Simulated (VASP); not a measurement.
OSZICAR of a VASP run on Cs2AgBiBr6 (space group Fm-3m):

**OSZICAR**
```
       N       E                     dE             d eps       ncg     rms          rms(c)
DAV:   1    -0.899246161845E+04   -0.89925E+04   -0.28560E+04   330   0.968E+02
DAV:   2    -0.955547539196E+04   -0.56301E+03   -0.55262E+03   411   0.257E+02
DAV:   3    -0.961127355583E+04   -0.55798E+02   -0.55624E+02   348   0.960E+01
DAV:   4    -0.961252485698E+04   -0.12513E+01   -0.12468E+01   364   0.181E+01
DAV:   5    -0.367204092806E+02    0.95758E+04   -0.36547E+01   326   0.373E+01    0.889E+00
DAV:   6    -0.353920028561E+02    0.13284E+01   -0.49280E+00   372   0.878E+00    0.506E+00
DAV:   7    -0.353678191136E+02    0.24184E-01   -0.13714E+00   372   0.468E+00    0.347E+00
DAV:   8    -0.353871688674E+02   -0.19350E-01   -0.14732E-01   364   0.157E+00    0.212E+00
DAV:   9    -0.353784382088E+02    0.87307E-02   -0.14558E-02   348   0.664E-01    0.121E+00
DAV:  10    -0.353767378553E+02    0.17004E-02   -0.69199E-03   340   0.364E-01    0.673E-01
DAV:  11    -0.353768225163E+02   -0.84661E-04   -0.16440E-03   340   0.183E-01    0.383E-01
DAV:  12    -0.353770022863E+02   -0.17977E-03   -0.43266E-04   340   0.106E-01    0.224E-01
DAV:  13    -0.353771491982E+02   -0.14691E-03   -0.18459E-04   332   0.691E-02    0.132E-01
DAV:  14    -0.353772436464E+02   -0.94448E-04   -0.74455E-05   340   0.431E-02    0.780E-02
DAV:  15    -0.353772957791E+02   -0.52133E-04   -0.27620E-05   289   0.263E-02    0.467E-02
DAV:  16    -0.353773226618E+02   -0.26883E-04   -0.11903E-05   220   0.174E-02    0.283E-02
DAV:  17    -0.353773361763E+02   -0.13515E-04   -0.64339E-06   209   0.123E-02    0.173E-02
DAV:  18    -0.353773428578E+02   -0.66815E-05   -0.28688E-06   212   0.834E-03
   1 F= -.35377343E+02 E0= -.35377343E+02  d E =-.374035E-30
```

**Question.** Which electronic solver shows in the log?

**Answer.** It is blocked Davidson (ALGO = Normal, or the opening steps of other solvers). The INCAR had ALGO = Normal.

**Question.** Can the final energy be trusted as converged?

**Answer.** The calculation finished and met its thresholds. It stopped with EDIFF = 1E-05, NELM = 100 (HSE06 screened hybrid, plane waves, VASP's PBE PAW potentials (set 64)).

The structure comes from a computed database's Cs2AgBiBr6 entry; how it stands against other phases isn't given here. The cell was not relaxed at this level. The k-mesh is coarse (spacing up to 0.48 per Å, 2π included), so the numbers may not be converged in it. The run is one of a series of settings (EDIFF = 1E-05 against the base run), some of them coarse on purpose.
